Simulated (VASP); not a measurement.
Output of a VASP run:

File OUTCAR:
```
 ion  position               nearest neighbor table
   1  0.000  0.000  0.000-   2 3.19   2 3.19   2 3.19   2 3.19   2 3.19   2 3.19
   2  0.500  0.500  0.500-   1 3.19   1 3.19   1 3.19   1 3.19   1 3.19   1 3.19
  LATTYP: Found a face centered cubic cell.
 ALAT       =     6.3785866980
 Subroutine PRICEL returns:
 Original cell was already a primitive cell.
 Subroutine GETGRP returns: Found 48 space group operations
The static configuration has the point symmetry O_h .
The dynamic configuration has the point symmetry O_h .
 Subroutine INISYM returns: Found 48 space group operations
 Subroutine IBZKPT returns following result:
 Found     20 irreducible k-points:

 Following reciprocal coordinates:
            Coordinates               Weight
  0.000000  0.000000  0.000000      1.000000
  0.142857  0.000000  0.000000      8.000000
  0.285714  0.000000  0.000000      8.000000
  0.428571  0.000000  0.000000      8.000000
  0.142857  0.142857  0.000000      6.000000
  0.285714  0.142857  0.000000     24.000000
  0.428571  0.142857  0.000000     24.000000
 -0.428571  0.142857  0.000000     24.000000
 -0.285714  0.142857  0.000000     24.000000
 -0.142857  0.142857  0.000000     12.000000
  0.285714  0.285714  0.000000      6.000000
  0.428571  0.285714  0.000000     24.000000
 -0.428571  0.285714  0.000000     24.000000
 -0.285714  0.285714  0.000000     12.000000
  0.428571  0.428571  0.000000      6.000000
 -0.428571  0.428571  0.000000     12.000000
  0.428571  0.285714  0.142857     24.000000
 -0.428571  0.285714  0.142857     48.000000
 -0.428571  0.428571  0.142857     24.000000
 -0.285714  0.428571  0.142857     24.000000
   k-points           NKPTS =     20   k-points in BZ     NKDIM =     20   number of bands    NBANDS=     12
   number of dos      NEDOS =    301   number of ions     NIONS =      2
   total plane-waves  NPLWV =  46656
   dimension x,y,z NGX =    36 NGY =   36 NGZ =   36
   dimension x,y,z NGXF=    72 NGYF=   72 NGZF=   72
   ions per type =               1   1
   PREC   = accura    normal or accurate (medium, high low for compatibility)
   ISTART =      0    job   : 0-new  1-cont  2-samecut
   ICHARG =      2    charge: 1-file 2-atom 10-const
   ISPIN  =      1    spin polarized calculation?
   LNONCOLLINEAR =      F non collinear calculations
   LSORBIT =      F    spin-orbit coupling
   INIWAV =      1    electr: 0-lowe 1-rand  2-diag
   ENCUT  =  520.0 eV  38.22 Ry    6.18 a.u.   8.39  8.39  8.39*2*pi/ulx,y,z
   NELM   =    100;   NELMIN=  2; NELMDL= -5     # of ELM steps
   EDIFF  = 0.1E-05   stopping-criterion for ELM
   LREAL  =      F    real-space projection
   NLSPLINE    = F    spline interpolate recip. space projectors
   LMAXMIX     =    2 max onsite mixed and CHGCAR
   VOSKOWN=      0    Vosko Wilk Nusair interpolation
   EDIFFG = -.1E-01   stopping-criterion for IOM
   NSW    =     60    number of steps for IOM
   NBLOCK =      1;   KBLOCK =     60    inner block; outer block
   IBRION =      2    ionic relax: 0-MD 1-quasi-New 2-CG
   NFREE  =      1    steps in history (QN), initial steepest desc. (CG)
   ISIF   =      3    stress and relaxation
   ISYM   =      2    0-nonsym 1-usesym 2-fastsym
   TEIN   =    0.0    initial temperature
   TEBEG  =    0.0;   TEEND  =   0.0 temperature during run
   SMASS  =  -3.00    Nose mass-parameter (am)
   PSTRESS=    0.0 pullay stress
   NELECT =      16.0000    total number of electrons
   EFERMI =   0.00;   METHOD = LEGACY
   ISMEAR =     0;   SIGMA  =   0.05  broadening in eV -4-tet -1-fermi 0-gaus
   IALGO  =     38    algorithm
   LDIAG  =      T    sub-space diagonalisation (order eigenvalues)
   IMIX   =      4    mixing-type and parameters
     AMIX     =   0.40;   BMIX     =  1.00
     AMIX_MAG =   1.60;   BMIX_MAG =  1.00
     AMIN     =   0.10
   METAGGA = RTPSS    functional components
   VOSKOWN =     0    Vosko Wilk Nusair interpolation
   LHFCALC =     F    Hartree Fock is set to
   LHFONE  =     F    Hartree Fock one center treatment
...
```

OSZICAR:
```
       N       E                     dE             d eps       ncg     rms          rms(c)
DAV:   1     0.352080804989E+03    0.35208E+03   -0.33236E+05   480   0.109E+06
DAV:   2     0.163172657272E+02   -0.33576E+03   -0.27222E+03   952   0.119E+03
DAV:   3     0.397070447723E-01   -0.16278E+02   -0.68455E+02   924   0.372E+02
DAV:   4    -0.132968707447E+02   -0.13337E+02   -0.23304E+02   960   0.107E+02
DAV:   5    -0.368004135112E+02   -0.23504E+02   -0.47039E+02   708   0.443E+01    0.133E+02
DAV:   6    -0.738557934317E+01    0.29415E+02   -0.31094E+02   652   0.194E+02    0.505E+01
DAV:   7    -0.849602656893E+01   -0.11104E+01   -0.49738E+00   628   0.147E+01    0.348E+01
DAV:   8    -0.821138678021E+01    0.28464E+00   -0.97454E-01   644   0.942E+00    0.183E+01
DAV:   9    -0.840575391600E+01   -0.19437E+00   -0.18047E-01   748   0.499E+00    0.127E+01
DAV:  10    -0.844169798464E+01   -0.35944E-01   -0.18844E-01   740   0.386E+00    0.217E+00
DAV:  11    -0.847942562309E+01   -0.37728E-01   -0.54576E-02   608   0.310E+00    0.761E-01
DAV:  12    -0.848016671828E+01   -0.74110E-03   -0.16402E-02   820   0.170E+00    0.462E-01
DAV:  13    -0.849207889467E+01   -0.11912E-01   -0.49821E-03   852   0.950E-01    0.458E-01
DAV:  14    -0.849239067003E+01   -0.31178E-03   -0.83002E-04   780   0.287E-01    0.557E-01
DAV:  15    -0.849266900036E+01   -0.27833E-03   -0.26804E-04   616   0.217E-01    0.318E-01
DAV:  16    -0.849263529884E+01    0.33702E-04   -0.30976E-04   556   0.179E-01    0.408E-02
DAV:  17    -0.849272428240E+01   -0.88984E-04   -0.39663E-05   584   0.104E-01    0.301E-02
DAV:  18    -0.849272699470E+01   -0.27123E-05   -0.32291E-06   628   0.150E-02    0.105E-02
DAV:  19    -0.849274478848E+01   -0.17794E-04   -0.20673E-05   792   0.377E-02    0.961E-03
DAV:  20    -0.849274459736E+01    0.19111E-06   -0.46987E-07   392   0.972E-03
   1 F= -.84927446E+01 E0= -.84927446E+01  d E =-.849274E+01
```

### OUTCAR
```
------------------------ aborting loop because EDIFF is reached ----------------------------------------
  FORCE on cell =-STRESS in cart. coord.  units (eV):
  Direction    XX          YY          ZZ          XY          YZ          ZX
  --------------------------------------------------------------------------------------
  Total       -0.0058869     -0.0058869     -0.0058869      0.0000000      0.0000000     -0.0000000
  in kB       -0.1453737     -0.1453737     -0.1453737      0.0000000      0.0000000     -0.0000000
  external PRESSURE =      -0.1453737 kB  Pullay stress =       0.0000000 kB
  volume of cell :       64.88
      direct lattice vectors                 reciprocal lattice vectors
     0.000000000  3.189293349  3.189293349    -0.156774541  0.156774541  0.156774541
     3.189293349  0.000000000  3.189293349     0.156774541 -0.156774541  0.156774541
     3.189293349  3.189293349  0.000000000     0.156774541  0.156774541 -0.156774541
  FREE ENERGIE OF THE ION-ELECTRON SYSTEM (eV)
  ---------------------------------------------------
  free  energy   TOTEN  =        -8.4927445974 eV

  energy  without entropy=       -8.4927445974  energy(sigma->0) =       -8.49274460

 reached required accuracy - stopping structural energy minimisation
```
(Selected blocks of OUTCAR.)

POSCAR:
```
KCl
1
   -0.0000000000     3.1892933490     3.1892933490
    3.1892933490     0.0000000000     3.1892933490
    3.1892933490     3.1892933490    -0.0000000000
K Cl
1 1
Direct
  0.0000000000   0.0000000000   0.0000000000
  0.5000000000   0.5000000000   0.5000000000
```

Task: Reconstruct the remaining input files.

Result: Several could match; the one computed here: the input of the run itself, revTPSS meta-GGA, plane waves, VASP's PBE PAW potentials (set 64).

File KPOINTS:
```
Automatic mesh
0
Gamma
7 7 7
0 0 0
```

INCAR:
```
SYSTEM=KCl
PREC=Accurate; ENCUT=520; LREAL=.FALSE.
LASPH=.TRUE.
EDIFF=1E-6; NELM=100; ALGO=Normal
LMIXTAU=.TRUE.
ISMEAR=0; SIGMA=0.05
METAGGA=RTPSS
IBRION=2; NSW=60; ISIF=3
EDIFFG=-0.01
LWAVE=.FALSE.; LCHARG=.FALSE.
```

POTCAR, in this order: K_sv Cl (PBE.64 set). Program: vasp_std.

The compound is KCl in the rock salt structure. It was relaxed first. The start is the result of an earlier pass.
